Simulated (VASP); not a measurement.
A run of VASP 6.6.1:

The input INCAR:

```
PREC = Accurate ; ENCUT = 520
EDIFF = 1E-7 ; ISMEAR = 0
SIGMA = 0.1 ; LREAL = False
LASPH = True ; NELM = 100
ALGO = Normal ; ISIF = 2
LWAVE = False ; LCHARG = False
GGA = PS ; NBANDS = 12
```

The input KPOINTS:

```
Automatic mesh
0
Gamma
  18 18 18
```

File POSCAR:

```
Nb
1.0
   -1.6588161900      1.6588161900      1.6588161900
    1.6588161900     -1.6588161900      1.6588161900
    1.6588161900      1.6588161900     -1.6588161900
Nb
1
Direct
    0.0000000000      0.0000000000      0.0000000000
```

Potentials or basis: VASP PAW PBE potentials, release 64 (Nb_sv).

Command:

```bash
$ cat potpaw_PBE.64/Nb_sv/POTCAR > POTCAR
$ mpirun -np 1 vasp_std > vasp.out
```

Hardware: 1 thread of Intel(R) Xeon(R) 6975P-C (Granite Rapids), with other jobs on the host.

Problem. Estimate the wall time of this run.

Solution. It took 13 s on 1 thread of Intel(R) Xeon(R) 6975P-C (Granite Rapids), on a shared host, peak memory 0.17 GiB. Counts: scf iterations 13, k points 195.
